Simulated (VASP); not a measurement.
Output of a VASP run:

OUTCAR:
```
 ion  position               nearest neighbor table
   1  0.750  0.750  0.750-   2 2.35   2 2.35   2 2.35   2 2.35
   2  0.500  0.500  0.500-   1 2.35   1 2.35   1 2.35   1 2.35
  LATTYP: Found a face centered cubic cell.
 ALAT       =     5.4237720568
 Subroutine PRICEL returns:
 Original cell was already a primitive cell.
 Subroutine GETGRP returns: Found 48 space group operations
The static configuration has the point symmetry T_d .
 The point group associated with its full space group is O_h .
The dynamic configuration has the point symmetry T_d .
 Subroutine INISYM returns: Found 48 space group operations
 Subroutine IBZKPT returns following result:
 Found     84 irreducible k-points:

 Following reciprocal coordinates:
            Coordinates               Weight
  0.000000  0.000000  0.000000      1.000000
  0.076923  0.000000  0.000000      8.000000
  0.153846  0.000000  0.000000      8.000000
  0.230769  0.000000  0.000000      8.000000
  0.307692  0.000000  0.000000      8.000000
  0.384615  0.000000  0.000000      8.000000
  0.461538  0.000000  0.000000      8.000000
  0.076923  0.076923  0.000000      6.000000
  0.153846  0.076923  0.000000     24.000000
  0.230769  0.076923  0.000000     24.000000
  0.307692  0.076923  0.000000     24.000000
  0.384615  0.076923  0.000000     24.000000
  0.461538  0.076923  0.000000     24.000000
 -0.461538  0.076923  0.000000     24.000000
 -0.384615  0.076923  0.000000     24.000000
 -0.307692  0.076923  0.000000     24.000000
 -0.230769  0.076923  0.000000     24.000000
 -0.153846  0.076923  0.000000     24.000000
 -0.076923  0.076923  0.000000     12.000000
  0.153846  0.153846  0.000000      6.000000
  0.230769  0.153846  0.000000     24.000000
  0.307692  0.153846  0.000000     24.000000
  0.384615  0.153846  0.000000     24.000000
  0.461538  0.153846  0.000000     24.000000
 -0.461538  0.153846  0.000000     24.000000
 -0.384615  0.153846  0.000000     24.000000
 -0.307692  0.153846  0.000000     24.000000
 -0.230769  0.153846  0.000000     24.000000
 -0.153846  0.153846  0.000000     12.000000
  0.230769  0.230769  0.000000      6.000000
  0.307692  0.230769  0.000000     24.000000
  0.384615  0.230769  0.000000     24.000000
  0.461538  0.230769  0.000000     24.000000
 -0.461538  0.230769  0.000000     24.000000
 -0.384615  0.230769  0.000000     24.000000
 -0.307692  0.230769  0.000000     24.000000
 -0.230769  0.230769  0.000000     12.000000
  0.307692  0.307692  0.000000      6.000000
  0.384615  0.307692  0.000000     24.000000
  0.461538  0.307692  0.000000     24.000000
   k-points           NKPTS =     84   k-points in BZ     NKDIM =     84   number of bands    NBANDS=     19
   number of dos      NEDOS =    601   number of ions     NIONS =      2
   total plane-waves  NPLWV =  21952
   dimension x,y,z NGX =    28 NGY =   28 NGZ =   28
   dimension x,y,z NGXF=    56 NGYF=   56 NGZF=   56
   ions per type =               2
   PREC   = accura    normal or accurate (medium, high low for compatibility)
   ISTART =      0    job   : 0-new  1-cont  2-samecut
   ICHARG =      2    charge: 1-file 2-atom 10-const
   ISPIN  =      1    spin polarized calculation?
   LNONCOLLINEAR =      F non collinear calculations
   LSORBIT =      F    spin-orbit coupling
   INIWAV =      1    electr: 0-lowe 1-rand  2-diag
   ENCUT  =  400.0 eV  29.40 Ry    5.42 a.u.   6.25  6.25  6.25*2*pi/ulx,y,z
   NELM   =    100;   NELMIN=  2; NELMDL= -5     # of ELM steps
   EDIFF  = 0.1E-06   stopping-criterion for ELM
   LREAL  =      F    real-space projection
   NLSPLINE    = F    spline interpolate recip. space projectors
   LMAXMIX     =    4 max onsite mixed and CHGCAR
   VOSKOWN=      0    Vosko Wilk Nusair interpolation
   EDIFFG = 0.1E-05   stopping-criterion for IOM
   NSW    =      0    number of steps for IOM
   NBLOCK =      1;   KBLOCK =      1    inner block; outer block
...
```

File OSZICAR:
```
       N       E                     dE             d eps       ncg     rms          rms(c)
DAV:   1     0.267996697908E+03    0.26800E+03   -0.17714E+04  3424   0.143E+03
DAV:   2    -0.812652520090E+01   -0.27612E+03   -0.26785E+03  3408   0.439E+02
DAV:   3    -0.143777278649E+02   -0.62512E+01   -0.60859E+01  3602   0.734E+01
DAV:   4    -0.144386821262E+02   -0.60954E-01   -0.60896E-01  3434   0.726E+00
DAV:   5    -0.144396141307E+02   -0.93200E-03   -0.93145E-03  3508   0.948E-01    0.119E+01
DAV:   6    -0.137331240194E+02    0.70649E+00   -0.30148E+00  3296   0.168E+01    0.458E+00
DAV:   7    -0.137071680021E+02    0.25956E-01   -0.30107E-02  3327   0.179E+00    0.255E+00
DAV:   8    -0.136961359552E+02    0.11032E-01   -0.81364E-03  3376   0.810E-01    0.682E-02
DAV:   9    -0.136961837633E+02   -0.47808E-04   -0.14151E-04  3514   0.123E-01    0.307E-02
DAV:  10    -0.136962007089E+02   -0.16946E-04   -0.93163E-06  3419   0.316E-02    0.994E-03
DAV:  11    -0.136961979247E+02    0.27842E-05   -0.63905E-07  3653   0.740E-03    0.121E-03
DAV:  12    -0.136961976360E+02    0.28866E-06   -0.43849E-08  1800   0.246E-03    0.145E-04
DAV:  13    -0.136961975694E+02    0.66590E-07   -0.45471E-09  1737   0.567E-04
   1 F= -.13696198E+02 E0= -.13696198E+02  d E =0.000000E+00
```

**OUTCAR**
```
------------------------ aborting loop because EDIFF is reached ----------------------------------------
  FORCE on cell =-STRESS in cart. coord.  units (eV):
  Direction    XX          YY          ZZ          XY          YZ          ZX
  --------------------------------------------------------------------------------------
  Total       -0.0117846     -0.0117846     -0.0117846     -0.0000000     -0.0000000     -0.0000000
  in kB       -0.4733469     -0.4733469     -0.4733469     -0.0000000     -0.0000000     -0.0000000
  external PRESSURE =      -0.4733469 kB  Pullay stress =       0.0000000 kB
  volume of cell :       39.89
      direct lattice vectors                 reciprocal lattice vectors
     0.000000000  2.711886028  2.711886028    -0.184373530  0.184373530  0.184373530
     2.711886028  0.000000000  2.711886028     0.184373530 -0.184373530  0.184373530
     2.711886028  2.711886028  0.000000000     0.184373530  0.184373530 -0.184373530
 POSITION                                       TOTAL-FORCE (eV/Angst)
 -----------------------------------------------------------------------------------
      4.06783      4.06783      4.06783        -0.000000      0.000000      0.000000
      2.71189      2.71189      2.71189         0.000000     -0.000000     -0.000000
 -----------------------------------------------------------------------------------
    total drift:                                0.000000      0.000000      0.000000
  FREE ENERGIE OF THE ION-ELECTRON SYSTEM (eV)
  ---------------------------------------------------
  free  energy   TOTEN  =       -13.6961975694 eV

  energy  without entropy=      -13.6961975694  energy(sigma->0) =      -13.69619757

 total charge

# of ion       s       p       d       tot
------------------------------------------
    1        0.468   6.243   7.153  13.863
    2        0.468   6.243   7.153  13.863
--------------------------------------------------
tot          0.935  12.486  14.306  27.727
```
(Selected blocks of OUTCAR.)

File POSCAR:
```
Rh
1
   -0.0000000000     2.7118860284     2.7118860284
    2.7118860284    -0.0000000000     2.7118860284
    2.7118860284     2.7118860284     0.0000000000
Rh
2
Direct
  0.7500000000   0.7500000000   0.7500000000
  0.5000000000   0.5000000000   0.5000000000
```

Task: Write an INCAR and KPOINTS that could have produced this output.

Result: One answer among several that fit: the input of the run itself, PBEsol GGA, plane waves, VASP's PBE PAW potentials (set 64).

File KPOINTS:
```
K-points
0
gamma
13 13 13
```

**INCAR**
```
ALGO = Normal
EDIFF = 1E-7
ENCUT = 400
GGA = PS
ISIF = 2
ISMEAR = -5
LASPH = T
LCHARG = T
LMAXMIX = 4
LORBIT = 11
LREAL = F
LWAVE = F
NEDOS = 601
NELM = 100
PREC = Accurate
SYSTEM = Rh
```

POTCAR, in this order: Rh_pv (PBE.64 set). Program: vasp_std.

For a metal the tetrahedron method with Blöchl corrections gives inexact stress and forces.

The structure was generated: Rh was put into the diamond type (Fd-3m), which need not be its known phase. It was relaxed first, which changed the volume by +13 %.
